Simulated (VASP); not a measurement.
These are PBE GGA, VASP's PBE PAW potentials (set 64) (plane waves; VASP 6.6.1) values and carry that method's errors.

A VASP calculation is set up with these files.

File KPOINTS:
```
K-points
0
gamma
 14 14 14
```

**INCAR**
```
ALGO = Normal
EDIFF = 1E-6
ENCUT = 300
GGA = PE
ISIF = 2
ISMEAR = -1
LASPH = T
LCHARG = F
LMAXMIX = 4
LREAL = F
LWAVE = F
NELM = 100
PREC = Accurate
SIGMA = 0.05
SYSTEM = NiSi2
```

POSCAR:
```
NiSi2
1
    0.0000000000     2.7363780000     2.7363780000
    2.7363780000     0.0000000000     2.7363780000
    2.7363780000     2.7363780000     0.0000000000
Si Ni
2 1
Direct
  0.2500000000   0.2500000000   0.2500000000
  0.7500000000   0.7500000000   0.7500000000
  0.0000000000   0.0000000000   0.0000000000
```

POTCAR, in this order: Si Ni (PBE.64 set). Program: vasp_std.

At this cut-off the stress carries a Pulay error, which pulls relaxed volumes low.

Task: What does the run give for the energy per atom (σ→0), pressure, band gap (on the k-mesh)?

Result: 
```yaml
energy per atom (σ→0): -5.788 eV/atom
band gap (on the k-mesh): none (metal, semimetal or under 0.01 eV)
pressure: -2.39 GPa
```

### OSZICAR
```
...
DAV:   8    -0.174082978019E+02    0.96545E-01   -0.23154E+00  3898   0.251E+01    0.255E+00
DAV:   9    -0.173684803327E+02    0.39817E-01   -0.26685E-01  3278   0.952E+00    0.562E-01
DAV:  10    -0.173674783977E+02    0.10019E-02   -0.75807E-03  3655   0.155E+00    0.268E-01
DAV:  11    -0.173675633387E+02   -0.84941E-04   -0.90794E-04  3281   0.293E-01    0.333E-02
DAV:  12    -0.173675991230E+02   -0.35784E-04   -0.55022E-05  3472   0.127E-01    0.237E-02
DAV:  13    -0.173676006456E+02   -0.15226E-05   -0.28512E-05  3130   0.107E-01    0.827E-03
DAV:  14    -0.173676009135E+02   -0.26794E-06   -0.17384E-06  2758   0.107E-02
   1 F= -.17367601E+02 E0= -.17364306E+02  d E =-.658943E-02
```

The structure is a typed NiSi2 crystal. The cell was not relaxed at this level. The run is not spin-polarised, so no magnetic state was tried.
